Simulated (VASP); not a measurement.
An input for Quantum ESPRESSO's pw.x (written as the equivalent of a VASP run, and not itself run):

```
&CONTROL
  calculation = 'scf'
  pseudo_dir = './pseudo'
  outdir = './out'
  tprnfor = .true.
  tstress = .true.
/
&SYSTEM
  ibrav = 0
  nat = 4
  ntyp = 2
  ecutwfc = 84
  occupations = 'smearing'
  smearing = 'gaussian'
  degauss = 0.003675
  input_dft = 'pbesol'
/
&ELECTRONS
  conv_thr = 7.3e-08
  electron_maxstep = 100
/
ATOMIC_SPECIES
  Pt 195.084 Pt.upf
  Tc 97.907 Tc.upf
CELL_PARAMETERS angstrom
    -1.8278720    1.8278720    4.0714830
     1.8278720   -1.8278720    4.0714830
     1.8278720    1.8278720   -4.0714830
ATOMIC_POSITIONS crystal
  Pt   0.5000000  0.5000000  0.0000000
  Pt   0.7500000  0.2500000  0.5000000
  Pt   0.2500000  0.7500000  0.5000000
  Tc   0.0000000  0.0000000  0.0000000
K_POINTS automatic
  7 7 7 0 0 0
```

**Question.** Translate this input to VASP (INCAR, KPOINTS, POSCAR, choice of POTCAR).

**Answer.** Several could match; the one computed here: 
**KPOINTS**
```
Automatic mesh
0
G
 7 7 7
```

**INCAR**
```
! general
SYSTEM   =  TcPt3
PREC     =  Accurate
ENCUT    =  300
LREAL    =  .False.
LASPH    =  .True.

! electronic loop
EDIFF    =  1E-6
NELM     =  100
ALGO     =  Normal
LMAXMIX  =  6

! smearing
ISMEAR   =  0
SIGMA    =  0.05

! functional
GGA      =  PS

! ions
ISIF     =  2

! output
LWAVE    =  .False.
LCHARG   =  .False.
```

### POSCAR
```
TcPt3
1.0
 -1.8278720000   1.8278720000   4.0714830000
  1.8278720000  -1.8278720000   4.0714830000
  1.8278720000   1.8278720000  -4.0714830000
Pt Tc
3 1
Direct
  0.5000000000   0.5000000000   0.0000000000
  0.7500000000   0.2500000000   0.5000000000
  0.2500000000   0.7500000000   0.5000000000
  0.0000000000   0.0000000000   0.0000000000
```

POTCAR, in this order: Pt Tc_pv (PBE.64 set). Program: vasp_std.

What does not carry over: the potentials are each code's own (VASP's PAW set, PseudoDojo norm-conserving files in pw.x), so ENCUT and ecutwfc are chosen apart and not converted; conv_thr bounds pw.x's estimated SCF error, while EDIFF bounds the energy change between steps.

The structure was generated: TcPt3 was put into an ordered model structure, which need not be its known phase. The cell was not relaxed at this level, and its volume differs by -5.9 % from the start's. The k-mesh is coarse (spacing up to 0.35 per Å, 2π included), so the numbers may not be converged in it.
